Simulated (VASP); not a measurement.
```
CELL_PARAMETERS angstrom
     -1.62598     1.62598     1.62598
      1.62598    -1.62598     1.62598
      1.62598     1.62598    -1.62598
ATOMIC_POSITIONS crystal
  Ta 0.00000 0.00000 0.00000
```

These are PBE GGA with D3 dispersion (zero damping), VASP's PBE PAW potentials (set 64) (plane waves; VASP 6.6.1) values and carry that method's errors. Run with 520 eV cut-off, 16×16×16 Γ-centred mesh, first-order Methfessel-Paxton smearing of 0.10 eV, potentials Ta_pv.

Unless said otherwise, spin-orbit coupling is left out, though it shifts the bands of the heavy elements here.

### Question
What does the run give for the energy per atom (σ→0), pressure, band gap (on the k-mesh) with the smallest direct gap where there is one?

### Answer

The band gap (on the k-mesh) comes out as none (metal, semimetal or under 0.01 eV) and the energy per atom (σ→0) is -12.387 eV/atom. The pressure is 6.51 GPa.

Total energies compare only between runs with the same potentials, cut-off and functional.

The compound is Ta in the bcc structure. This cell is one point of a volume scan, at 0.97 of the reference volume.
